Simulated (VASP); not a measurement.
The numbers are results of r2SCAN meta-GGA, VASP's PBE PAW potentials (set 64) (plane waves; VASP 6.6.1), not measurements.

Input for VASP

INCAR:
```
# general
SYSTEM  = BAsO4
PREC    = Accurate
ENCUT   = 520
LREAL   = .FALSE.
LASPH   = .TRUE.

# electronic loop
EDIFF   = 1E-6
NELM    = 100
ALGO    = Normal
LMAXMIX = 4
LMIXTAU = .TRUE.

# smearing
ISMEAR  = 0
SIGMA   = 0.05

# functional
METAGGA = R2SCAN

# ions
IBRION  = 2
NSW     = 60
ISIF    = 3
EDIFFG  = -0.02

# output
LWAVE   = .FALSE.
LCHARG  = .FALSE.
```

**POSCAR**
```
BAsO4
1
   -2.2568036108     2.2568035997     3.4183037701
    2.2568036108    -2.2568035997     3.4183037701
    2.2568035997     2.2568036108    -3.4183037701
B As O
1 1 4
Direct
  0.2500000000   0.7500000000   0.5000000000
  0.0000000000   0.0000000000   0.0000000000
  0.1445895080   0.0270302625   0.4380773328
  0.9729697375   0.4110470703   0.1175592454
  0.5889529297   0.7065121752   0.5619226672
  0.2934878248   0.8554104920   0.8824407546
```

KPOINTS:
```
Automatic mesh
0
Gamma
6 6 6
0 0 0
```

POTCAR, in this order: B As O (PBE.64 set). Program: vasp_std.

**Question.** What will the output report for the number of irreducible k-points (NKPTS), number of bands (NBANDS), largest plane-wave count, number of space-group operations, FFT grid (NGX, NGY, NGZ)?

**Answer.** 
```yaml
number of irreducible k-points (NKPTS): 36
number of bands (NBANDS): 20
largest_plane_wave_count: 1901
number_of_space_group_operations: 4
FFT grid (NGX, NGY, NGZ): 36 × 36 × 36
```

The structure comes from a computed database's BAsO4 entry (I-4); how it stands against other phases isn't given here. This run relaxes it. Symmetry was kept, so distortions that lower it aren't found. The start is the result of an earlier pass.
